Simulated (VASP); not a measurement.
# GW on SiC (Moissanite 3C), part 3 of 3

Wanted: how far GW moves the Kohn-Sham levels of SiC (Moissanite 3C). The cell is of the zinc-blende type, one of the forms listed for this formula. The start is a cell from a database of measured crystal structures.

VASP 6.6.1, plane waves and PAW; the level of theory is named at each step.

So far, quasiparticle gap on the mesh (eV): step 4 (G0W0, k-mesh 4×4×4) 1.94; step 7 (k-mesh 6×6×6) 2.01.

### 9. Empty bands, k-mesh 8×8×8

Level of this step: PBE; plane waves and PAW (Si_GW, C_GW) (VASP).

The empty bands are made again, for the run that follows.

INCAR reads:

```
SYSTEM = SiC
PREC = Accurate
ENCUT = 440
ISMEAR = 0
SIGMA = 0.01
LREAL = .FALSE.
GGA = PE
NBANDS = 48
ALGO = Exact
NELM = 1
LWAVE = .TRUE.
LCHARG = .FALSE.
LOPTICS = .TRUE.
NEDOS = 1000
CSHIFT = 0.1
```

POSCAR reads:

```
SiC
1.0
    0.0000000000      2.1790000000      2.1790000000
    2.1790000000      0.0000000000      2.1790000000
    2.1790000000      2.1790000000      0.0000000000
Si C
1 1
Direct
    0.0000000000      0.0000000000      0.0000000000
    0.2500000000      0.2500000000      0.2500000000
```

KPOINTS reads:

```
Automatic mesh
0
Gamma
8 8 8
0 0 0
```

The projector-augmented-wave data sets are Si_GW and C_GW (PBE family, release 64).

The run is started by

```
mpirun -np 8 vasp_std
```

Log:

```text
[... set-up lines as in an earlier step ...]
 entering main loop
       N       E                     dE             d eps       ncg     rms          rms(c)
DIA:   1    -0.150426786347E+02   -0.15043E+02    0.00000E+00     0   0.000E+00
   1 F= -.15042679E+02 E0= -.15042679E+02  d E =-.441051E-77
 writing wavefunctions
 optical routines
 imaginary and real dielectric function
 recalculating local potential from charge density
 direction            1
 direction            2
 direction            3
```

Run time: 4.8 s. Hardware: 8 MPI ranks of AMD EPYC 7R43, shared host; peak memory 0.78 GiB.

From OUTCAR (step 9):

```text
  Total        0.2765895      0.2765895      0.2765895      0.0000000      0.0000000      0.0000000
  in kB       21.4163096     21.4163096     21.4163096      0.0000000      0.0000000      0.0000000
  external PRESSURE =      21.4163096 kB  Pullay stress =       0.0000000 kB

  FREE ENERGIE OF THE ION-ELECTRON SYSTEM (eV)
  ---------------------------------------------------
  free  energy   TOTEN  =       -15.0426786347 eV

  energy  without entropy=      -15.0426786347  energy(sigma->0) =      -15.04267863

[... 2 parts as in an earlier step ...]

[... 2 further parts left out ...]
[key lines of the parts left out:]
E-fermi :   7.9050
```

### 10. G0W0, k-mesh 8×8×8

This step: G0W0 on PBE; plane waves and PAW (Si_GW, C_GW) (VASP 6.6.1).

The mesh goes to 8×8×8.

INCAR reads:

```
SYSTEM = SiC
PREC = Accurate
ENCUT = 440
ISMEAR = 0
SIGMA = 0.01
LREAL = .FALSE.
GGA = PE
NBANDS = 48
ALGO = EVGW0
NELMGW = 1
ENCUTGW = 100
NOMEGA = 48
PRECFOCK = Fast
NBANDSGW = 16
LWAVE = .FALSE.
LCHARG = .FALSE.
```

POSCAR is that of step 9.

KPOINTS is that of step 9.

The run is started by

```
mpirun -np 8 vasp_std
```

Log:

```text
[banner, memory and clock lines left out]
running    8 mpi-ranks, on    1 nodes
[...]
[... a notice as in an earlier step ...]

 [... a notice as in an earlier step ...]

 LDA part: xc-table for (Slater+PW92), standard interpolation
 found WAVECAR, reading the header
 POSCAR, INCAR and KPOINTS ok, starting setup
[...]
reading WAVECAR
 the WAVECAR file was read successfully
 initial charge from wavefunction
 available memory per node:     96.52 GB, setting MAXMEM to     98840

 The Fermi energy was updated, please check that it is located mid-gap
 values below the HOMO (VB) or above the LUMO (CB) will cause erroneous energies
 E-fermi :   8.4510

 calculate exact exchange contribution
 the WAVEDER file was read successfully
energies w=
    0.000    0.000    0.602    0.000    1.202    0.000    1.797    0.000
    2.384    0.000    2.964    0.000    3.534    0.000    4.093    0.000
    4.642    0.000    5.181    0.000    5.710    0.000    6.231    0.000
[...]
total number of BLAS operations        265.83 Gflops
NQ=  25    0.5000    0.3750    0.1250,
|.........|.........|.........|.........|.........|.........|.........|.........
 performed      15468000 updates of chi_q(r,r)
 total number of BLAS operations        281.26 Gflops
NQ=  26   -0.3750    0.3750    0.1250,
|.........|.........|.........|.........|.........|.........|.........|.........
 performed      16434000 updates of chi_q(r,r)
 total number of BLAS operations        297.63 Gflops
NQ=  27   -0.2500    0.3750    0.1250,
|.........|.........|.........|.........|.........|.........|.........|.........
 performed      17216000 updates of chi_q(r,r)
 total number of BLAS operations        311.45 Gflops
NQ=  28   -0.3750    0.5000    0.1250,
|.........|.........|.........|.........|.........|.........|.........|.........
 performed      17821000 updates of chi_q(r,r)
 total number of BLAS operations        321.71 Gflops
NQ=  29   -0.2500    0.5000    0.2500,
|.........|.........|.........|.........|.........|.........|.........|.........
 performed      18240000 updates of chi_q(r,r)
 total number of BLAS operations        328.21 Gflops
 resolving degeneracies of screened two electron integrals

 calculate QP shifts <psi_nk| G(iteration)W_0 |psi_nk>: iteration 1
 entering main loop
```

Wall time 3.1 min (8 MPI ranks); peak memory 1.6 GiB.

OUTCAR, selected parts (step 10):

```text
 QP shifts <psi_nk| G(iteration)W_0 |psi_nk>: iteration 1
 for sc-GW calculations column KS-energies equals QP-energies in previous step
 and V_xc(KS)=  KS-energies - (<T + V_ion + V_H > + <T+V_H+V_ion>^1  + <V_x>^1)
 k-point   1 :       0.0000    0.0000    0.0000
  band No.  KS-energies  QP-energies   sigma(KS)   V_xc(KS)     V^pw_x(r,r')   Z            occupation Imag(sigma)
      1      -7.6368      -8.5554     -14.0108     -12.7382     -21.6975       0.7218       2.0000       1.4192
      2       7.7755       7.4530     -15.2157     -14.8069     -17.3813       0.7889       2.0000       0.0727
      3       7.7755       7.4530     -15.2157     -14.8069     -17.3813       0.7889       2.0000       0.0727
      4       7.7755       7.4530     -15.2157     -14.8069     -17.3813       0.7889       2.0000       0.0727
      5      13.9977      14.7517     -12.2186     -13.1819      -7.4386       0.7828       0.0000      -0.1105
      6      15.0758      15.8149     -10.6101     -11.5417      -5.7803       0.7933       0.0000      -0.1100
      7      15.0758      15.8149     -10.6101     -11.5417      -5.7803       0.7933       0.0000      -0.1100
      8      15.0758      15.8149     -10.6101     -11.5417      -5.7803       0.7933       0.0000      -0.1100
    ...

[... 1 part as in an earlier step ...]

[... 2 further parts left out ...]
[key lines of the parts left out:]
E-fermi :   8.4510
```

The gap is now 2.017 eV, +11 meV against the GW run before.

### 11. Summary

This step: GW series: G0W0 on PBE; plane waves and PAW (VASP 6.6.1).

No new run; the numbers come from the runs before.

Cost is wall time times ranks on a shared host, with the step that makes the empty bands. GW runs:

```csv
level,bands,ENCUTGW (eV),NOMEGA,k mesh,starting gap (eV),quasiparticle gap (eV),direct gap (eV),cost (core minutes)
G0W0,48,100,48,4x4x4,1.305,1.937,5.457,1.28
G0W0,48,100,48,6x6x6,1.346,2.006,5.503,6.13
G0W0,48,100,48,8x8x8,1.351,2.017,5.509,25.45
```

### 12. Results

| Property | Result |
| --- | --- |
| G0W0 on PBE, 48 bands, ENCUTGW 100 eV, NOMEGA 48, mesh 8×8×8 | 1.351 → 2.017 eV |
| G0W0 on PBE, 48 bands, ENCUTGW 100 eV, NOMEGA 48, mesh 4×4×4 | 1.305 → 1.937 eV |

In words: G0W0 gives a quasiparticle gap of 2.017 eV on the mesh, 0.67 eV over the PBE gap on the same mesh. On mesh and path the starting valence top lies at Γ and the conduction bottom at (0.5, 0.5, 0), so the starting gap is indirect. Both points lie on the GW mesh. The steps of the series move the gap by +69, +11 meV; the last costs 4.2 times the one before. The last step lies within a tolerance of 30 meV, picked for this account, and the last two together move the gap by +81 meV. Every mesh holds the starting band edges. Bands and response cutoff weren't varied. Not tabulated here, as repeats of values shown or as unfit to read for their mesh, reference level or band range: eps2 curves (empty bands); eps1 curves and static values (empty bands); gaps (empty bands).

[Lines on the potential files, build, host, timing and source positions are cut from VASP's logs without a mark.]

[Logs are printed without paths, hosts, clocks, repeated set-up lines and the standing remarks that a program may print on its own settings, such as how far it seeks lower states.]

[Hosts, paths, dates, database ids (printed as entryN), source tags and the programs' standing remarks are cut or masked in the printed files.]

[Pressures printed for these runs are not shown converged in the cutoff: they can be off by several GPa and have the wrong sign.]
